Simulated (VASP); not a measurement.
Given:

```yaml
crystal:
  lattice:
    - [0.00000, 2.96274, 2.96274]
    - [2.96274, 0.00000, 2.96274]
    - [2.96274, 2.96274, 0.00000]
  atoms:
    - { symbol: Ta, position: [0.75000, 0.75000, 0.75000] }
    - { symbol: Ta, position: [0.50000, 0.50000, 0.50000] }
```

Level of theory: PBE GGA, VASP's PBE PAW potentials (set 64) (plane waves; VASP). Run with 300 eV cut-off, 13×13×13 Γ-centred mesh, Gaussian smearing of 0.20 eV, potentials Ta_pv.

At this cut-off the stress carries a Pulay error, which pulls relaxed volumes low. Unless said otherwise, spin-orbit coupling is left out, though it shifts the bands of the heavy elements here.

Task: Estimate the energy per atom (σ→0), pressure, band gap (on the k-mesh) with the smallest direct gap where there is one.

Result: 
```json
{
 "band gap (on the k-mesh)": "none (metal, semimetal or under 0.01 eV)",
 "energy per atom (σ→0)": "-8.875 eV/atom",
 "pressure": "6.96 GPa"
}
```

The absolute energy has meaning only against runs of the same code, potentials and settings.

The structure was generated: Ta was put into an ordered model structure, which need not be its known phase. The cell was not relaxed at this level.
